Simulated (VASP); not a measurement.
Input:

```yaml
crystal:
  lattice:
    - [0.00000, 3.21087, 3.21087]
    - [3.21087, 0.00000, 3.21087]
    - [3.21087, 3.21087, 0.00000]
  atoms:
    - { symbol: Sn, position: [0.00000, 0.00000, 0.00000] }
    - { symbol: S, position: [0.25000, 0.25000, 0.25000] }
```

The numbers are results of PBEsol GGA, VASP's PBE PAW potentials (set 64) (plane waves; VASP), not measurements. Settings: 500 eV cut-off, 7×7×7 Γ-centred mesh, Gaussian smearing of 0.050 eV, potentials Sn_d S.

Predict the energy per atom (σ→0).

| Quantity | Result |
|---|---|
| energy per atom (σ→0) | -4.423 eV/atom |

The absolute energy has meaning only against runs of the same code, potentials and settings.

The structure was generated: SnS was put into the zinc blende type (F-43m), which need not be its known phase. It was relaxed first, which changed the volume by +48 %.
